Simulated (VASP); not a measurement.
```
CELL_PARAMETERS angstrom
      0.00000     3.01377     3.01377
      3.01377     0.00000     3.01377
      3.01377     3.01377     0.00000
ATOMIC_POSITIONS crystal
  Mg 0.00000 0.00000 0.00000
  Se 0.25000 0.25000 0.25000
```

Method: r2SCAN meta-GGA, VASP's PBE PAW potentials (set 64) (plane waves; VASP). Settings: 400 eV cut-off, 7×7×7 Γ-centred mesh, Gaussian smearing of 0.050 eV, potentials Mg Se.

Energy and stress use the plane-wave basis of the starting cell.

Task: The ions, cell shape and volume are relaxed. Give the cell that the relaxation ends in.

Result: 
```
CELL_PARAMETERS angstrom
      0.00000     2.96924     2.96924
      2.96924     0.00000     2.96924
      2.96924     2.96924     0.00000
ATOMIC_POSITIONS crystal
  Mg 0.00000 0.00000 0.00000
  Se 0.25000 0.25000 0.25000
```
Space group F-43m (216), at a tolerance of 0.03 Å.

Task: How do energy and volume change from the first to the last step?

Result: The energy (σ→0) changes by -8.1 meV/atom and the volume by -4.4 %, in 3 ionic steps.

| step | E(σ→0) (eV) | max force (eV/Å) | pressure (GPa) | volume (Å³) |
|---|---|---|---|---|
| 1 | -21.3811 | 0.000 | -2.12 | 54.75 |
| 2 | -21.3967 | 0.000 | 0.41 | 51.93 |
| 3 | -21.3972 | 0.000 | -0.01 | 52.36 |

The structure was generated: MgSe was put into the zinc blende type (F-43m), which need not be its known phase. This run relaxes it. Symmetry was kept, so distortions that lower it aren't found.
